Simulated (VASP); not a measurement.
Crystal: SrZr2O3.

```
CELL_PARAMETERS angstrom
5.59077 0.00000 0.00000
-2.79538 4.84174 0.00000
0.00000 0.00000 3.14285
ATOMIC_POSITIONS crystal
Sr 0.00000 0.00000 0.00000
Zr 0.33333 0.66667 0.00000
Zr 0.66667 0.33333 0.00000
O 0.50000 0.00000 0.50000
O 0.50000 0.50000 0.50000
O 0.00000 0.50000 0.50000
```

The cell was built by a generator and needn't be a form met in nature.

| Property | Result |
| --- | --- |
| Program | VASP 6.6.1 |
| Task | relaxation of cell and atoms |
| Functional | PBE |
| Potentials or basis | VASP PAW PBE potentials, release 64 (Sr_sv, Zr_sv, O) |
| Cutoff | 520 eV |
| k mesh | 3 × 3 × 4 |
| Occupations | gaussian, width 0.15 eV |
| Spin | no spin polarisation |

At the start: pressure 5.5 GPa; volume 14.18 Å³/atom.

Question: Where does the relaxation end?

Answer: Over 3 steps the energy falls by 9.2 meV/atom and the volume is 14.71 Å³/atom (+3.7 %); space group P6/mmm (No. 191, to 0.05 Å).

The path:
| step | energy change (eV) | largest force (eV/Å) | pressure (GPa) | volume (Å³) |
| --- | --- | --- | --- | --- |
| 1 | 0.0000 | 0.0000 | 5.47 | 85.07 |
| 2 | -0.0126 | 0.0000 | -4.23 | 91.17 |
| 3 | -0.0554 | 0.0000 | -0.10 | 88.25 |

Final structure:
```xyz
6
Lattice="5.6484 0.0000 0.0000 -2.8242 4.8917 0.0000 0.0000 0.0000 3.1938" Properties=species:S:1:pos:R:3 pbc="T T T"
Sr    0.0000    0.0000    0.0000
Zr    0.0000    3.2611    0.0000
Zr    2.8242    1.6306    0.0000
O     2.8242    0.0000    1.5969
O     1.4121    2.4458    1.5969
O    -1.4121    2.4458    1.5969
```

Caveat: the k mesh is coarse (spacing up to 0.50 Å⁻¹), so the values aren't converged.
